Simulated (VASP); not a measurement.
Output of a VASP run:

**OUTCAR**
```
 ion  position               nearest neighbor table
   1  0.998  0.002  0.000-   4 1.85   5 1.86   4 1.86   6 1.91   3 1.91   5 1.91
   2  0.497  0.496  0.488-   6 1.83   3 1.86   3 1.86   5 1.90   4 1.92   6 1.94
   3  0.304  0.309  0.988-   2 1.86   2 1.86   1 1.91
   4  0.807  0.190  0.497-   1 1.85   1 1.86   2 1.92
   5  0.201  0.810  0.512-   1 1.86   2 1.90   1 1.91
   6  0.694  0.693  0.013-   2 1.83   1 1.91   2 1.94
  LATTYP: Found a simple tetragonal cell.
 ALAT       =     4.4000000000
 C/A-ratio  =     0.6522727273
 Subroutine PRICEL returns:
 Original cell was already a primitive cell.
 Subroutine GETGRP returns: Found  1 space group operations
The static configuration has the point symmetry C_1 .
The dynamic configuration has the point symmetry C_1 .
The overall configuration has the point symmetry C_1 .
 Subroutine INISYM returns: Found  1 space group operations
 Subroutine IBZKPT returns following result:
 Found     23 irreducible k-points:

 Following reciprocal coordinates:
            Coordinates               Weight
  0.000000  0.000000  0.000000      1.000000
  0.333333  0.000000  0.000000      2.000000
  0.000000  0.333333  0.000000      2.000000
  0.333333  0.333333  0.000000      2.000000
 -0.333333  0.333333  0.000000      2.000000
  0.000000  0.000000  0.200000      2.000000
  0.333333  0.000000  0.200000      2.000000
  0.000000  0.333333  0.200000      2.000000
 -0.333333  0.000000  0.200000      2.000000
  0.000000 -0.333333  0.200000      2.000000
  0.333333  0.333333  0.200000      2.000000
 -0.333333  0.333333  0.200000      2.000000
 -0.333333 -0.333333  0.200000      2.000000
  0.333333 -0.333333  0.200000      2.000000
  0.000000  0.000000  0.400000      2.000000
  0.333333  0.000000  0.400000      2.000000
  0.000000  0.333333  0.400000      2.000000
 -0.333333  0.000000  0.400000      2.000000
  0.000000 -0.333333  0.400000      2.000000
  0.333333  0.333333  0.400000      2.000000
 -0.333333  0.333333  0.400000      2.000000
 -0.333333 -0.333333  0.400000      2.000000
  0.333333 -0.333333  0.400000      2.000000
   k-points           NKPTS =     23   k-points in BZ     NKDIM =     23   number of bands    NBANDS=     30
   number of dos      NEDOS =    301   number of ions     NIONS =      6
   total plane-waves  NPLWV =  18000
   dimension x,y,z NGX =    30 NGY =   30 NGZ =   20
   dimension x,y,z NGXF=    60 NGYF=   60 NGZF=   40
   ions per type =               2   4
   PREC   = accura    normal or accurate (medium, high low for compatibility)
   ISTART =      0    job   : 0-new  1-cont  2-samecut
   ICHARG =      2    charge: 1-file 2-atom 10-const
   ISPIN  =      2    spin polarized calculation?
   LNONCOLLINEAR =      F non collinear calculations
   LSORBIT =      F    spin-orbit coupling
   INIWAV =      1    electr: 0-lowe 1-rand  2-diag
   ENCUT  =  400.0 eV  29.40 Ry    5.42 a.u.   7.18  7.18  4.68*2*pi/ulx,y,z
   NELM   =    100;   NELMIN=  2; NELMDL= -5     # of ELM steps
   EDIFF  = 0.1E-05   stopping-criterion for ELM
   LREAL  =      F    real-space projection
   NLSPLINE    = F    spline interpolate recip. space projectors
   LMAXMIX     =    4 max onsite mixed and CHGCAR
   VOSKOWN=      0    Vosko Wilk Nusair interpolation
   EDIFFG = 0.1E-04   stopping-criterion for IOM
   NSW    =      0    number of steps for IOM
   NBLOCK =      1;   KBLOCK =      1    inner block; outer block
   IBRION =     -1    ionic relax: 0-MD 1-quasi-New 2-CG
   NFREE  =      0    steps in history (QN), initial steepest desc. (CG)
   ISIF   =      2    stress and relaxation
   ISYM   =      2    0-nonsym 1-usesym 2-fastsym
   TEIN   =    0.0    initial temperature
   TEBEG  =    0.0;   TEEND  =   0.0 temperature during run
   SMASS  =  -3.00    Nose mass-parameter (am)
   PSTRESS=    0.0 pullay stress
   NELECT =      50.0000    total number of electrons
   EFERMI =   0.00;   METHOD = LEGACY
   ISMEAR =    -1;   SIGMA  =   0.01  broadening in eV -4-tet -1-fermi 0-gaus
   IALGO  =     38    algorithm
...
```

File OSZICAR:
```
       N       E                     dE             d eps       ncg     rms          rms(c)
DAV:   1     0.571037485114E+03    0.57104E+03   -0.24759E+04  2792   0.169E+03
DAV:   2     0.338758496922E+01   -0.56765E+03   -0.53588E+03  2952   0.513E+02
DAV:   3    -0.668034739673E+02   -0.70191E+02   -0.68783E+02  3474   0.176E+02
DAV:   4    -0.689734473718E+02   -0.21700E+01   -0.20564E+01  3148   0.301E+01
DAV:   5    -0.690093654069E+02   -0.35918E-01   -0.35907E-01  2954   0.434E+00    0.447E+01
DAV:   6    -0.665681552121E+02    0.24412E+01   -0.16556E+02  3522   0.120E+02    0.560E+01
DAV:   7    -0.556951096633E+02    0.10873E+02   -0.12889E+02  3616   0.125E+02    0.198E+01
DAV:   8    -0.535327276782E+02    0.21624E+01   -0.89933E+00  2962   0.284E+01    0.793E+00
DAV:   9    -0.531586971687E+02    0.37403E+00   -0.19419E+00  3778   0.133E+01    0.339E+00
DAV:  10    -0.531915641453E+02   -0.32867E-01   -0.85362E-01  3620   0.798E+00    0.378E+00
DAV:  11    -0.531396934649E+02    0.51871E-01   -0.27104E-01  3768   0.516E+00    0.128E+00
DAV:  12    -0.531349609572E+02    0.47325E-02   -0.25818E-02  3004   0.149E+00    0.461E-01
DAV:  13    -0.531353256697E+02   -0.36471E-03   -0.16775E-03  3164   0.354E-01    0.259E-01
DAV:  14    -0.531352703609E+02    0.55309E-04   -0.34555E-04  3312   0.201E-01    0.184E-01
DAV:  15    -0.531351728875E+02    0.97473E-04   -0.20651E-04  3480   0.171E-01    0.107E-01
DAV:  16    -0.531351243470E+02    0.48540E-04   -0.14391E-04  3588   0.125E-01    0.608E-02
DAV:  17    -0.531351560215E+02   -0.31674E-04   -0.47886E-05  3284   0.879E-02    0.528E-02
DAV:  18    -0.531351557292E+02    0.29231E-06   -0.21494E-05  3640   0.604E-02    0.240E-02
DAV:  19    -0.531351547971E+02    0.93204E-06   -0.99361E-06  3390   0.327E-02
   1 F= -.53135155E+02 E0= -.53134346E+02  d E =-.161723E-02  mag=     0.0212
```

OUTCAR:
```
------------------------ aborting loop because EDIFF is reached ----------------------------------------
  FORCE on cell =-STRESS in cart. coord.  units (eV):
  Direction    XX          YY          ZZ          XY          YZ          ZX
  --------------------------------------------------------------------------------------
  Total       -7.0948420     -6.8198678     -8.2973966      0.0683304     -0.1209219     -0.5592137
  in kB     -204.5813599   -196.6524158   -239.2572901      1.9703220     -3.4868111    -16.1250525
  external PRESSURE =    -213.4970219 kB  Pullay stress =       0.0000000 kB
  volume of cell :       55.56
      direct lattice vectors                 reciprocal lattice vectors
     4.400000000  0.000000000  0.000000000     0.227272727  0.000000000  0.000000000
     0.000000000  4.400000000  0.000000000     0.000000000  0.227272727  0.000000000
     0.000000000  0.000000000  2.870000000     0.000000000  0.000000000  0.348432056
 POSITION                                       TOTAL-FORCE (eV/Angst)
 -----------------------------------------------------------------------------------
      4.38995      0.00795      0.00116         0.339506     -0.465280      0.079595
      2.18769      2.18368      1.40170         0.208524      0.485000      0.385871
      1.33796      1.35818      2.83661        -0.280521     -0.317925      0.359562
      3.55030      0.83563      1.42739        -0.454283      0.425815      0.157023
      0.88253      3.56533      1.47033        -0.093343     -0.207858     -0.421409
      3.05157      3.04922      0.03781         0.280117      0.080248     -0.560642
 -----------------------------------------------------------------------------------
    total drift:                                0.001328      0.000502      0.000621
  FREE ENERGIE OF THE ION-ELECTRON SYSTEM (eV)
  ---------------------------------------------------
  free  energy   TOTEN  =       -53.1351547971 eV

  energy  without entropy=      -53.1335375703  energy(sigma->0) =      -53.13434618

 total charge

# of ion       s       p       d       tot
------------------------------------------
    1        0.357   6.472   4.965  11.794
    2        0.357   6.473   4.967  11.797
    3        1.583   3.443   0.000   5.026
    4        1.582   3.444   0.000   5.027
    5        1.582   3.432   0.000   5.014
    6        1.582   3.433   0.000   5.015
--------------------------------------------------
tot          7.042  26.698   9.932  43.673

 magnetization (x)

# of ion       s       p       d       tot
------------------------------------------
    1        0.011   0.016   2.262   2.289
    2       -0.011  -0.016  -2.243  -2.270
    3       -0.000  -0.040   0.000  -0.040
    4        0.000   0.044   0.000   0.044
    5        0.000   0.036   0.000   0.036
    6       -0.000  -0.038   0.000  -0.038
--------------------------------------------------
tot          0.000   0.002   0.018   0.021
```
(Selected blocks of OUTCAR.)

POSCAR:
```
MnO2
1
    4.4000000000     0.0000000000     0.0000000000
    0.0000000000     4.4000000000     0.0000000000
    0.0000000000     0.0000000000     2.8700000000
Mn O
2 4
Direct
 -0.0022830000   0.0018060000   0.0004040000
  0.4972020000   0.4962920000   0.4883970000
  0.3040820000   0.3086780000  -0.0116350000
  0.8068860000   0.1899170000   0.4973480000
  0.2005750000   0.8103020000   0.5123100000
  0.6935390000   0.6930050000   0.0131750000
```

Question: Write an INCAR and KPOINTS that could have produced this output.

Answer: One answer among several that fit: the input of the run itself, LDA (Ceperley-Alder, Perdew-Zunger), plane waves, VASP's LDA PAW potentials (set 64).

File KPOINTS:
```
Automatic mesh
0
Gamma
3 3 5
```

**INCAR**
```
ALGO=Normal
EDIFF=1E-6
ENCUT=400
ISIF=2
ISMEAR=-1
ISPIN=2
LASPH=.True.
LCHARG=.False.
LMAXMIX=4
LORBIT=11
LREAL=.False.
LWAVE=.False.
MAGMOM=3.0 -3.0 4*0.0
NELM=100
PREC=Accurate
SIGMA=0.01
SYSTEM=MnO2
```

POTCAR, in this order: Mn_pv O (LDA.64 set). Program: vasp_std.

At this cut-off the stress carries a Pulay error, which pulls relaxed volumes low.

The structure is a typed MnO2 crystal. The cell was not relaxed at this level, atoms are displaced from their ideal sites. The k-mesh is coarse (spacing up to 0.48 per Å, 2π included), so the numbers may not be converged in it.
